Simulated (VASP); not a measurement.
All values below come from PBE GGA, VASP's PBE PAW potentials (set 64) (plane waves; VASP).

Input for VASP

File KPOINTS:
```
Automatic mesh
0
Gamma
9 9 9
0 0 0
```

INCAR:
```
SYSTEM = WSi
PREC = Accurate
ENCUT = 400
EDIFF = 1E-6
NELM = 100
ALGO = Normal
LREAL = .FALSE.
LASPH = .TRUE.
ISMEAR = 1
SIGMA = 0.1
GGA = PE
LMAXMIX = 6
LWAVE = .FALSE.
LCHARG = .FALSE.
IBRION = 2
ISIF = 3
NSW = 60
EDIFFG = -0.01
```

**POSCAR**
```
WSi
1.0
  0.0000000000   3.1523320000   3.1523320000
  3.1523320000   0.0000000000   3.1523320000
  3.1523320000   3.1523320000   0.0000000000
W Si
1 1
Direct
  0.0000000000   0.0000000000   0.0000000000
  0.2500000000   0.2500000000   0.2500000000
```

POTCAR, in this order: W_sv Si (PBE.64 set). Program: vasp_std.

Output

### OSZICAR
```
       N       E                     dE             d eps       ncg     rms          rms(c)
DAV:   1     0.761867182029E+02    0.76187E+02   -0.80428E+03  1006   0.107E+03
DAV:   2    -0.124602202576E+02   -0.88647E+02   -0.86247E+02  1045   0.266E+02
DAV:   3    -0.155490736469E+02   -0.30889E+01   -0.29641E+01  1196   0.445E+01
DAV:   4    -0.156092684132E+02   -0.60195E-01   -0.59962E-01  1043   0.637E+00
DAV:   5    -0.156105175647E+02   -0.12492E-02   -0.12487E-02  1150   0.970E-01    0.982E+00
DAV:   6    -0.140900788075E+02    0.15204E+01   -0.11087E+01   975   0.221E+01    0.307E+00
DAV:   7    -0.138899566661E+02    0.20012E+00   -0.13324E+00   955   0.753E+00    0.179E+00
DAV:   8    -0.138807824348E+02    0.91742E-02   -0.77356E-02  1053   0.229E+00    0.486E-01
DAV:   9    -0.138781608889E+02    0.26215E-02   -0.77785E-03  1000   0.746E-01    0.256E-01
DAV:  10    -0.138784037765E+02   -0.24289E-03   -0.31553E-03  1055   0.344E-01    0.106E-01
DAV:  11    -0.138782166785E+02    0.18710E-03   -0.92342E-04   973   0.212E-01    0.177E-02
DAV:  12    -0.138782170410E+02   -0.36243E-06   -0.24819E-05   985   0.384E-02    0.400E-03
DAV:  13    -0.138782174223E+02   -0.38131E-06   -0.81820E-07   641   0.638E-03
   1 F= -.13878217E+02 E0= -.13878552E+02  d E =-.138782E+02
       N       E                     dE             d eps       ncg     rms          rms(c)
DAV:   1    -0.740809987037E+02   -0.60203E+02   -0.11214E+03   925   0.364E+02    0.851E+01
DAV:   2    -0.226060695282E+02    0.51475E+02   -0.12198E+02   945   0.161E+02    0.190E+01
DAV:   3    -0.152215607403E+02    0.73845E+01   -0.28335E+01  1025   0.596E+01    0.239E+01
DAV:   4    -0.151983863807E+02    0.23174E-01   -0.64041E+00   965   0.234E+01    0.486E+00
DAV:   5    -0.145620858339E+02    0.63630E+00   -0.20611E+00  1005   0.178E+01    0.127E+00
DAV:   6    -0.145548713661E+02    0.72145E-02   -0.71590E-02   970   0.267E+00    0.457E-01
DAV:   7    -0.145515778833E+02    0.32935E-02   -0.25885E-02  1110   0.152E+00    0.154E-01
DAV:   8    -0.145514886795E+02    0.89204E-04   -0.67609E-04   965   0.286E-01    0.764E-02
DAV:   9    -0.145514973635E+02   -0.86841E-05   -0.30259E-05  1095   0.480E-02    0.293E-02
DAV:  10    -0.145514990227E+02   -0.16591E-05   -0.47709E-06   985   0.167E-02    0.983E-03
DAV:  11    -0.145514983272E+02    0.69548E-06   -0.49165E-07   500   0.515E-03
   2 F= -.14551498E+02 E0= -.14551221E+02  d E =-.673281E+00
       N       E                     dE             d eps       ncg     rms          rms(c)
DAV:   1    -0.282834344355E+02   -0.13732E+02   -0.23398E+02   930   0.220E+02    0.230E+01
DAV:   2    -0.167996955874E+02    0.11484E+02   -0.85691E+01   910   0.750E+01    0.702E+00
DAV:   3    -0.156126987423E+02    0.11870E+01   -0.41364E+00   930   0.153E+01    0.475E+00
DAV:   4    -0.154582369209E+02    0.15446E+00   -0.11196E+00   920   0.654E+00    0.158E+00
DAV:   5    -0.154448170164E+02    0.13420E-01   -0.79552E-02  1065   0.257E+00    0.598E-01
DAV:   6    -0.154476085211E+02   -0.27915E-02   -0.40723E-03   920   0.651E-01    0.225E-01
DAV:   7    -0.154481860120E+02   -0.57749E-03   -0.69401E-04  1085   0.231E-01    0.470E-02
DAV:   8    -0.154481815497E+02    0.44622E-05   -0.32670E-05  1055   0.438E-02    0.218E-02
DAV:   9    -0.154481820644E+02   -0.51470E-06   -0.35179E-06   945   0.149E-02
   3 F= -.15448182E+02 E0= -.15448599E+02  d E =-.156996E+01
       N       E                     dE             d eps       ncg     rms          rms(c)
DAV:   1    -0.154624762479E+02   -0.14295E-01   -0.24153E-01   975   0.638E+00    0.105E+00
DAV:   2    -0.154504441586E+02    0.12032E-01   -0.53357E-02   950   0.210E+00    0.213E-01
DAV:   3    -0.154498017498E+02    0.64241E-03   -0.12452E-03   970   0.273E-01    0.130E-01
DAV:   4    -0.154496000481E+02    0.20170E-03   -0.72812E-04   940   0.231E-01    0.644E-02
DAV:   5    -0.154496076010E+02   -0.75529E-05   -0.28502E-05  1115   0.527E-02    0.316E-02
DAV:   6    -0.154496091530E+02   -0.15520E-05   -0.81061E-06   965   0.205E-02    0.321E-03
DAV:   7    -0.154496092059E+02   -0.52872E-07   -0.15156E-07   460   0.348E-03
   4 F= -.15449609E+02 E0= -.15449971E+02  d E =-.157139E+01
       N       E                     dE             d eps       ncg     rms          rms(c)
DAV:   1    -0.154618437095E+02   -0.12235E-01   -0.23788E-01   970   0.635E+00    0.105E+00
DAV:   2    -0.154500117475E+02    0.11832E-01   -0.52023E-02   950   0.208E+00    0.210E-01
DAV:   3    -0.154493907403E+02    0.62101E-03   -0.11902E-03   960   0.271E-01    0.129E-01
DAV:   4    -0.154491945212E+02    0.19622E-03   -0.70670E-04   940   0.227E-01    0.640E-02
DAV:   5    -0.154492019826E+02   -0.74614E-05   -0.27827E-05  1115   0.521E-02    0.311E-02
DAV:   6    -0.154492034754E+02   -0.14927E-05   -0.78672E-06   955   0.202E-02    0.313E-03
DAV:   7    -0.154492035194E+02   -0.44045E-07   -0.14722E-07   455   0.344E-03
   5 F= -.15449204E+02 E0= -.15449510E+02  d E =-.157099E+01
       N       E                     dE             d eps       ncg     rms          rms(c)
DAV:   1    -0.154778543857E+02   -0.28651E-01   -0.53606E-01   965   0.958E+00    0.154E+00
DAV:   2    -0.154511179164E+02    0.26736E-01   -0.12689E-01   950   0.317E+00    0.319E-01
DAV:   3    -0.154496045148E+02    0.15134E-02   -0.31102E-03   945   0.414E-01    0.187E-01
DAV:   4    -0.154491373308E+02    0.46718E-03   -0.16697E-03   955   0.342E-01    0.903E-02
DAV:   5    -0.154491390835E+02   -0.17526E-05   -0.67775E-05  1110   0.813E-02    0.509E-02
DAV:   6    -0.154491363491E+02    0.27344E-05   -0.18041E-05   960   0.314E-02    0.506E-03
DAV:   7    -0.154491363599E+02   -0.10835E-07   -0.36225E-07   480   0.534E-03
   6 F= -.15449136E+02 E0= -.15449525E+02  d E =0.671595E-04
       N       E                     dE             d eps       ncg     rms          rms(c)
DAV:   1    -0.154573156522E+02   -0.81793E-02   -0.14352E-01   970   0.493E+00    0.807E-01
DAV:   2    -0.154501722083E+02    0.71434E-02   -0.31773E-02   950   0.162E+00    0.164E-01
DAV:   3    -0.154497919390E+02    0.38027E-03   -0.73895E-04   960   0.211E-01    0.997E-02
DAV:   4    -0.154496735999E+02    0.11834E-03   -0.43144E-04   940   0.177E-01    0.494E-02
DAV:   5    -0.154496787174E+02   -0.51175E-05   -0.16946E-05  1115   0.407E-02    0.245E-02
DAV:   6    -0.154496799790E+02   -0.12616E-05   -0.47923E-06   955   0.158E-02    0.247E-03
DAV:   7    -0.154496800135E+02   -0.34463E-07   -0.89336E-08   455   0.268E-03
   7 F= -.15449680E+02 E0= -.15450026E+02  d E =-.476494E-03
```

**OUTCAR**
```
------------------------ aborting loop because EDIFF is reached ----------------------------------------
  FORCE on cell =-STRESS in cart. coord.  units (eV):
  Direction    XX          YY          ZZ          XY          YZ          ZX
  --------------------------------------------------------------------------------------
  Total        0.0016272      0.0016272      0.0016272      0.0000000     -0.0000000      0.0000000
  in kB        0.0599799      0.0599799      0.0599799      0.0000000     -0.0000000      0.0000000
  external PRESSURE =       0.0599799 kB  Pullay stress =       0.0000000 kB
  volume of cell :       43.47
      direct lattice vectors                 reciprocal lattice vectors
    -0.000000000  2.790664921  2.790664921    -0.179168769  0.179168769  0.179168769
     2.790664921  0.000000000  2.790664921     0.179168769 -0.179168769  0.179168769
     2.790664921  2.790664921  0.000000000     0.179168769  0.179168769 -0.179168769
 POSITION                                       TOTAL-FORCE (eV/Angst)
 -----------------------------------------------------------------------------------
      0.00000      0.00000      0.00000        -0.000000     -0.000000     -0.000000
      1.39533      1.39533      1.39533         0.000000      0.000000      0.000000
 -----------------------------------------------------------------------------------
    total drift:                               -0.000000     -0.000000     -0.000000
  FREE ENERGIE OF THE ION-ELECTRON SYSTEM (eV)
  ---------------------------------------------------
  free  energy   TOTEN  =       -15.4496800135 eV

  energy  without entropy=      -15.4507183428  energy(sigma->0) =      -15.45002612

 reached required accuracy - stopping structural energy minimisation
```
(Selected blocks of OUTCAR.)

**CONTCAR**
```
WSi
   1.00000000000000
    -0.0000000000000000    2.7906649211139212    2.7906649211139212
     2.7906649211139212    0.0000000000000000    2.7906649211139212
     2.7906649211139212    2.7906649211139212    0.0000000000000000
  W               Si
     1     1
Direct
     0.0000000000000000    0.0000000000000000    0.0000000000000000
     0.2500000000000000    0.2500000000000000    0.2500000000000000
```

OUTCAR:
```
 val. band max:        5.6040813234   @ k =  -0.2222   0.3333   0.1111

 cond. band min:       5.6304181000   @ k =  -0.1111   0.1111   0.0000


 Fermi energy:         5.6094041741

 k-point     1 :       0.0000    0.0000    0.0000
  band No.  band energies     occupation
      1     -68.2631      2.00000
      2     -32.4744      2.00000
      3     -32.4744      2.00000
      4     -32.4744      2.00000
      5      -3.8405      2.00000
      6       2.9544      2.00000
      7       2.9544      2.00000
      8       2.9544      2.00000
      9       5.5597      1.73728
     10       5.5597      1.73727
     11      11.0029      0.00000
     12      12.7499      0.00000
     13      12.7499      0.00000

 k-point     2 :       0.1111    0.0000    0.0000
  band No.  band energies     occupation
      1     -68.2630      2.00000
      2     -32.4788      2.00000
      3     -32.4751      2.00000
      4     -32.4751      2.00000
      5      -3.6701      2.00000
      6       2.7991      2.00000
      7       3.0297      2.00000
      8       3.0297      2.00000
      9       5.5134      2.04103
     10       5.5134      2.04103
     11      11.1928      0.00000
     12      11.8564      0.00000
     13      12.7381      0.00000

 k-point     3 :       0.2222    0.0000    0.0000
  band No.  band energies     occupation
      1     -68.2628      2.00000
      2     -32.4901      2.00000
      3     -32.4769      2.00000
      4     -32.4769      2.00000
      5      -3.1983      2.00000
      6       2.4588      2.00000
      7       3.1947      2.00000
      8       3.1947      2.00000
      9       5.4910      2.07038
     10       5.4910      2.07038
     11       9.5048      0.00000
     12      12.1201      0.00000
     13      12.1747      0.00000

 k-point     4 :       0.3333    0.0000    0.0000
  band No.  band energies     occupation
      1     -68.2625      2.00000
      2     -32.5028      2.00000
      3     -32.4789      2.00000
...
```

Energy and stress use the plane-wave basis of the starting cell. Unless said otherwise, spin-orbit coupling is left out, though it shifts the bands of the heavy elements here.

The structure was generated: WSi was put into the zinc blende type (F-43m), which need not be its known phase. This run relaxes it. Symmetry was kept, so distortions that lower it aren't found.
